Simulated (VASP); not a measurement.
# Mg2ZnTeS2 (Cmc2_1) in VASP: relaxation of cell and atoms with PBE

Aim: the relaxation of cell and atoms of Mg2ZnTeS2 with PBE.

All numbers are computed with VASP 6.6.1; they aren't measurements. Logs are shortened: lines on timing, memory, paths and dates and some standing lists are left out, and cuts for length are marked.

### 1 The crystal as given

The structure is orthorhombic, space group Cmc2_1 (No. 36). Conventional cell: a = 12.070 Å, b = 6.970 Å, c = 6.570 Å, α = 90.00°, β = 90.00°, γ = 90.00°. Mg (site symmetry 1) has 3 S at 2.44 to 2.57 Å and 1 Te at 2.62 Å as nearest neighbours. Zn (site symmetry m) is surrounded by 2 Te at 2.30 to 2.47 Å and 2 S at 2.31 Å. Te (site symmetry m) has 2 Zn at 2.30 to 2.47 Å and 2 Mg at 2.62 Å as nearest neighbours. Around S (site symmetry 1) lie 1 Zn at 2.31 Å and 3 Mg at 2.44 to 2.57 Å.

The cell was built by a generator and needn't be a form met in nature.

### 2 Relaxation of cell and atoms, PBE

INCAR

```
PREC     = Normal         # precision mode
ENCUT    = 520            # plane-wave cutoff, eV
EDIFF    = 1E-4           # SCF threshold, eV
ISMEAR   = 0              # smearing method
SIGMA    = 0.15           # smearing width, eV
LREAL    = Auto         
LASPH    = T              # aspherical terms in the spheres
NELM     = 60             # most SCF steps
ALGO     = Fast           # electronic algorithm
ISIF     = 3              # what is computed and relaxed
LWAVE    = F              # write WAVECAR
LCHARG   = F              # write CHGCAR
GGA      = PE             # functional
IBRION   = 2              # ionic algorithm
NSW      = 24             # ionic steps
EDIFFG   = -0.08          # ionic threshold
```

KPOINTS

```
regular mesh
0
Gamma
  3 3 2
```

POSCAR

```
Mg2ZnTeS2
1.0
    6.0350000000     -3.4850000000      0.0000000000
    6.0350000000      3.4850000000      0.0000000000
    0.0000000000      0.0000000000      6.5700000000
Mg Zn Te S
4 2 2 4
Direct
    0.5100000000      0.8300000000      0.0000000000
    0.1700000000      0.4900000000      0.0000000000
    0.8300000000      0.5100000000      0.5000000000
    0.4900000000      0.1700000000      0.5000000000
    0.8320000000      0.1680000000      0.9950000000
    0.1680000000      0.8320000000      0.4950000000
    0.1400000000      0.8600000000      0.8700000000
    0.8600000000      0.1400000000      0.3700000000
    0.8400000000      0.4800000000      0.8900000000
    0.5200000000      0.1600000000      0.8900000000
    0.4800000000      0.8400000000      0.3900000000
    0.1600000000      0.5200000000      0.3900000000
```

Potentials or basis: VASP PAW PBE potentials, release 64 (Mg, Zn, Te, S).

Started as:

```bash
> cat potpaw_PBE.64/Mg/POTCAR potpaw_PBE.64/Zn/POTCAR potpaw_PBE.64/Te/POTCAR potpaw_PBE.64/S/POTCAR > POTCAR
> mpirun -np 1 vasp_std > vasp.out
```

OUTCAR:

```text
PREC = Normal
   ENCUT = 520
   EDIFF = 1E-4
   ISMEAR = 0
   LREAL = Auto
   LASPH = T
   NELM = 60
   ISIF = 3
   GGA = PE
   IBRION = 2
   NSW = 24
   EDIFFG = -0.08

 ion  position               nearest neighbor table
   1  0.510  0.830  0.000-  10 2.44   9 2.48  11 2.57   7 2.62
   2  0.170  0.490  0.000-   9 2.44  10 2.48  12 2.57   7 2.62
   3  0.830  0.510  0.500-  12 2.44  11 2.48   9 2.57   8 2.62
   4  0.490  0.170  0.500-  11 2.44  12 2.48  10 2.57   8 2.62
   5  0.832  0.168  0.995-   7 2.30   9 2.31  10 2.31   8 2.47
   6  0.168  0.832  0.495-   8 2.30  11 2.31  12 2.31   7 2.47
   7  0.140  0.860  0.870-   5 2.30   6 2.47   1 2.62   2 2.62
   8  0.860  0.140  0.370-   6 2.30   5 2.47   3 2.62   4 2.62
   9  0.840  0.480  0.890-   5 2.31   2 2.44   1 2.48   3 2.57
  10  0.520  0.160  0.890-   5 2.31   1 2.44   2 2.48   4 2.57
  11  0.480  0.840  0.390-   6 2.31   4 2.44   3 2.48   1 2.57
  12  0.160  0.520  0.390-   6 2.31   3 2.44   4 2.48   2 2.57

  LATTYP: Found a base centered orthorhombic cell.
 ALAT       =     6.9700000000
 B/A-ratio  =     1.7317073171
 C/A-ratio  =     0.9426111908

  Lattice vectors:

 A1 = (  -6.0350000000,  -3.4850000000,   0.0000000000)
 A2 = (   6.0350000000,  -3.4850000000,   0.0000000000)
 A3 = (   0.0000000000,   0.0000000000,   6.5700000000)

Analysis of symmetry for initial positions (statically):
=====================================================================
 Subroutine PRICEL returns:
 Original cell was already a primitive cell.

 Routine SETGRP: Setting up the symmetry group for a
 base centered orthorhombic supercell.

 Subroutine GETGRP returns: Found  4 space group operations
 (whereof  2 operations were pure point group operations)
 out of a pool of  8 trial point group operations.

The static configuration has the point symmetry C_1h.
 The point group associated with its full space group is C_2v.

Analysis of symmetry for dynamics (positions and initial velocities):
=====================================================================
 Subroutine PRICEL returns:
 Original cell was already a primitive cell.

 Routine SETGRP: Setting up the symmetry group for a
 base centered orthorhombic supercell.

 Subroutine GETGRP returns: Found  4 space group operations
 (whereof  2 operations were pure point group operations)
 out of a pool of  8 trial point group operations.

The dynamic configuration has the point symmetry C_1h.
 The point group associated with its full space group is C_2v.

 Subroutine INISYM returns: Found  4 space group operations
 (whereof  2 operations are pure point group operations),
 and found     1 'primitive' translations

----------------------------------------------------------------------------------------

                                     Primitive cell

  volume of cell :     276.3602

  direct lattice vectors                    reciprocal lattice vectors
     6.035000000 -3.485000000  0.000000000     0.082850041 -0.143472023  0.000000000
     6.035000000  3.485000000  0.000000000     0.082850041  0.143472023  0.000000000
     0.000000000  0.000000000  6.570000000     0.000000000  0.000000000  0.152207002

  length of vectors
     6.968963338  6.968963338  6.570000000     0.165675438  0.165675438  0.152207002

  position of ions in fractional coordinates (direct lattice)
     0.510000000  0.830000000  0.000000000
     0.170000000  0.490000000  0.000000000
     0.830000000  0.510000000  0.500000000
     0.490000000  0.170000000  0.500000000
     0.832000000  0.168000000  0.995000000
     0.168000000  0.832000000  0.495000000
     0.140000000  0.860000000  0.870000000
     0.860000000  0.140000000  0.370000000
     0.840000000  0.480000000  0.890000000
     0.520000000  0.160000000  0.890000000
     0.480000000  0.840000000  0.390000000
     0.160000000  0.520000000  0.390000000

  ion indices of the primitive-cell ions
   primitive index   ion index
                 1           1
                 2           2
                 3           3
                 4           4
                 5           5
                 6           6
                 7           7
                 8           8
                 9           9
                10          10
                11          11
                12          12

----------------------------------------------------------------------------------------

 KPOINTS: regular mesh

Automatic generation of k-mesh.
 Grid dimensions read from file:
 generate k-points for:    3    3    2

 Generating k-lattice:

  Cartesian coordinates                     Fractional coordinates (reciprocal lattice)
     0.027616680 -0.047824008  0.000000000     0.333333333  0.000000000  0.000000000
     0.027616680  0.047824008  0.000000000     0.000000000  0.333333333  0.000000000
     0.000000000  0.000000000  0.076103501     0.000000000  0.000000000  0.500000000

  Length of vectors
     0.055225146  0.055225146  0.076103501

  Shift w.r.t. Gamma in fractional coordinates (k-lattice)
     0.000000000  0.000000000  0.000000000

 Subroutine IBZKPT returns following result:
 ===========================================

 Found      8 irreducible k-points:

 Following reciprocal coordinates:
            Coordinates               Weight
  0.000000  0.000000  0.000000      1.000000
  0.333333  0.000000  0.000000      4.000000
  0.333333  0.333333  0.000000      2.000000
 -0.333333  0.333333  0.000000      2.000000
  0.000000  0.000000  0.500000      1.000000
  0.333333  0.000000  0.500000      4.000000
  0.333333  0.333333  0.500000      2.000000
 -0.333333  0.333333  0.500000      2.000000
   k-points           NKPTS =      8   k-points in BZ     NKDIM =      8   number of bands    NBANDS=     41
   number of dos      NEDOS =    301   number of ions     NIONS =     12
   total plane-waves  NPLWV =  64000
   dimension x,y,z NGX =    40 NGY =   40 NGZ =   40
   dimension x,y,z NGXF=    80 NGYF=   80 NGZF=   80
   ions per type =               4   2   2   4
   NGX,Y,Z   is equivalent  to a cutoff of   9.54,  9.54, 10.12 a.u.
   NGXF,Y,Z  is equivalent  to a cutoff of  19.08, 19.08, 20.24 a.u.
 SYSTEM =  unknown system
   PREC   = normal    normal or accurate (medium, high low for compatibility)
   ISTART =      0    job   : 0-new  1-cont  2-samecut
   ICHARG =      2    charge: 1-file 2-atom 10-const
   ISPIN  =      1    spin polarized calculation?
   LNONCOLLINEAR =      F non collinear calculations
   LSORBIT =      F    spin-orbit coupling
   LASPH  =      T    aspherical Exc in radial PAW
   ENCUT  =  520.0 eV  38.22 Ry    6.18 a.u.  12.96 12.96 12.22*2*pi/ulx,y,z
   NELM   =     60;   NELMIN=  2; NELMDL= -5     # of ELM steps
   EDIFF  = 0.1E-03   stopping-criterion for ELM
   LREAL  =      T    real-space projection
   EDIFFG = -.8E-01   stopping-criterion for IOM
   NSW    =     24    number of steps for IOM
   IBRION =      2    ionic relax: 0-MD 1-quasi-New 2-CG
   NFREE  =      1    steps in history (QN), initial steepest desc. (CG)
   ISIF   =      3    stress and relaxation
   ISYM   =      2    0-nonsym 1-usesym 2-fastsym
   POTIM  = 0.5000    time-step for ionic-motion
   TEBEG  =    0.0;   TEEND  =   0.0 temperature during run
   PSTRESS=    0.0 pullay stress
   NELECT =      68.0000    total number of electrons
   NUPDOWN=      -1.0000    fix difference up-down
   EMIN   =  10.00;   EMAX   =-10.00  energy-range for DOS
   EFERMI =   0.00;   METHOD = LEGACY
   ISMEAR =     0;   SIGMA  =   0.15  broadening in eV -4-tet -1-fermi 0-gaus
   EFERMI_NEDOS =   21; number of points for ismear=-14 and -15
   IALGO  =     68    algorithm
   IMIX   =      4    mixing-type and parameters
     AMIX     =   0.40;   BMIX     =  1.00
     AMIX_MAG =   1.60;   BMIX_MAG =  1.00
  volume/ion in A,a.u.               =      23.03       155.41
  Fermi-wavevector in a.u.,A,eV,Ry     =   1.025855  1.938585 14.318479  1.052379
  Thomas-Fermi vector in A             =   2.159717
   LORBIT       =      0    0 simple, 1 ext, 2 COOP (PROOUT), +10 PAW based schemes
   GGA     = PE    functional components
   LHFCALC =     F    Hartree Fock is set to
   AEXX    =    0.0000 exact exchange contribution
   IVDW    =     0    specifies the selected vdW correction
   LEPSILON=     F    determine dielectric tensor
   LRPA    =     F    only Hartree local field effects (RPA)
 conjugate gradient relaxation of ions
 non-spin polarized calculation
 RMM-DIIS sequential band-by-band and
 Gauss-broadening in eV      SIGMA  =   0.15
  energy-cutoff  :      520.00
  volume of cell :      276.36
 maximum number of plane-waves:      7467
   NGX = 25   NGY = 25   NGZ = 25

--------------------------------------- Ionic step        1  -------------------------------------------

 number of electron      68.0000064 magnetization

 Free energy of the ion-electron system (eV)
  ---------------------------------------------------
  ext. energy  EPLUGINS =         0.00000000
  ---------------------------------------------------
  free energy    TOTEN  =       -41.70882539 eV

  energy without entropy =      -41.70882539  energy(sigma->0) =      -41.70882539

------------------------ aborting loop because EDIFF is reached ----------------------------------------

  FORCE on cell =-STRESS in cart. coord.  units (eV):
  Direction    XX          YY          ZZ          XY          YZ          ZX
  --------------------------------------------------------------------------------------
  -------------------------------------------------------------------------------------
  Total       11.2657771     19.4726216     10.6839005      0.0000000      0.0000000      0.0000000
  in kB       65.3125010    112.8910689     61.9391150      0.0000000      0.0000000      0.0000000
  external PRESSURE =      80.0475616 kB  Pullay stress =       0.0000000 kB
[... 307 lines left out ...]
  energy  without entropy=      -43.5271327408  energy(sigma->0) =      -43.52713274

--------------------------------------- Ionic step        8  -------------------------------------------

 number of electron      67.9999907 magnetization

 Free energy of the ion-electron system (eV)
  ---------------------------------------------------
  ext. energy  EPLUGINS =         0.00000000
  ---------------------------------------------------
  free energy    TOTEN  =       -43.53295993 eV

  energy without entropy =      -43.53295993  energy(sigma->0) =      -43.53295993

 E-fermi :   2.5498     XC(G=0):  -8.5046

 val. band max:        1.8856028110   @ k =   0.0000   0.0000   0.0000
 cond. band min:       4.2754204502   @ k =   0.0000   0.0000   0.0000
 fundamental gap:      2.3898176392
 Fermi energy:         2.5498276406

 k-point     1 :       0.0000    0.0000    0.0000
  band No.  band energies     occupation
      1     -10.0851      2.00000
      2      -9.6605      2.00000
      3      -9.5387      2.00000
      4      -9.5313      2.00000
      5      -7.8291      2.00000
      6      -7.5017      2.00000
[... 380 lines left out ...]
  FREE ENERGIE OF THE ION-ELECTRON SYSTEM (eV)
  ---------------------------------------------------
  free  energy   TOTEN  =       -43.5329599320 eV

  energy  without entropy=      -43.5329599319  energy(sigma->0) =      -43.53295993

 reached required accuracy - stopping structural energy minimisation
```

Wall time 6.3 min (1 thread of Intel Xeon Platinum 8488C (Sapphire Rapids), shared host); peak memory 0.28 GiB.

Results:

```
Free energy                            : -43.5330 eV
Relaxed volume                         : 25.29 Å³/atom
Relaxed cell                           : a = 7.163 Å, b = 7.163 Å, c = 6.785 Å, α = 90.00°, β = 90.00°, γ = 60.69°
Space group after relaxing (to 0.05 Å) : Cmc2_1 (No. 36)
Energy gained by relaxing              : 152.0 meV/atom
Ionic steps                            : 8
Pressure after relaxing                : -0.2 GPa
Largest force after relaxing           : 0.064 eV/Å
Band gap on the k mesh                 : 2.39 eV, direct
```

Forces in eV/Å, atoms in the order of the input:
```
Mg   0.023  0.008  0.019
Mg  -0.023  0.008  0.019
Mg   0.023 -0.008  0.019
Mg  -0.023 -0.008  0.019
Zn   0.000 -0.059 -0.025
Zn   0.000  0.059 -0.025
Te   0.000 -0.009 -0.061
Te   0.000  0.009 -0.061
S    0.003  0.050  0.024
S   -0.003  0.050  0.024
S    0.003 -0.050  0.024
S   -0.003 -0.050  0.024
```

The path:
```tsv
step	energy change (eV)	largest force (eV/Å)	pressure (GPa)	volume (Å³)
1	0.0000	2.7153	8.00	276.36
2	-1.2435	0.6818	-2.57	324.87
3	-1.3466	0.7596	-0.88	311.18
4	-1.5740	0.5410	-0.70	308.49
5	-1.7817	0.3135	0.00	302.66
6	-1.8178	0.1182	0.10	301.95
7	-1.8183	0.0961	0.19	301.85
8	-1.8241	0.0640	-0.22	303.54
```

Final structure:
```
Mg Zn Te S
1.0
     6.18160   -3.61862    0.00000
     6.18160    3.61862    0.00000
     0.00000    0.00000    6.78486
Mg Zn Te S
4 2 2 4
Direct
  0.53102 0.82992 0.01528
  0.17008 0.46898 0.01528
  0.82992 0.53102 0.51528
  0.46898 0.17008 0.51528
  0.80451 0.19549 0.98157
  0.19549 0.80451 0.48157
  0.16151 0.83849 0.87161
  0.83849 0.16151 0.37161
  0.83433 0.49831 0.88063
  0.50169 0.16567 0.88063
  0.49831 0.83433 0.38063
  0.16567 0.50169 0.38063
```

Caveat: the k mesh is coarse (spacing up to 0.48 Å⁻¹), so the values aren't converged; spin-orbit coupling is left out, which moves the levels of the heavy elements; the relaxation stopped at a loose force limit of 0.08 eV/Å, so its end isn't a converged minimum.
